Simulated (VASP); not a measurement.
Crystal: MgO.

```
CELL_PARAMETERS angstrom
0.00000 2.10392 2.10392
2.10392 0.00000 2.10392
2.10392 2.10392 0.00000
ATOMIC_POSITIONS crystal
Mg 0.00000 0.00000 0.00000
O 0.50000 0.50000 0.50000
```

Base run:

```yaml
Program: VASP 6.6.1
Functional: PBEsol
Potentials_or_basis: VASP PAW PBE potentials, release 64 (Mg, O)
Cutoff: 520 eV
k_mesh: 14 × 14 × 14
Occupations: gaussian, width 0.03 eV
Spin: no spin polarisation
```

Its results: band gap on the k mesh 4.66 eV, direct; pressure 0.2 GPa.

**Question.** The run is repeated on the same cell with these changes: functional from PBEsol to LDA; potentials or basis from VASP PAW PBE potentials, release 64 (Mg, O) to VASP PAW LDA potentials, release 64 (Mg, O). What comes out?

**Answer.** Band gap on the k mesh 4.69 eV, direct; pressure -7.3 GPa.

Caveats: the PAW data sets were made with another functional, which shifts forces and pressure a little (some runs).
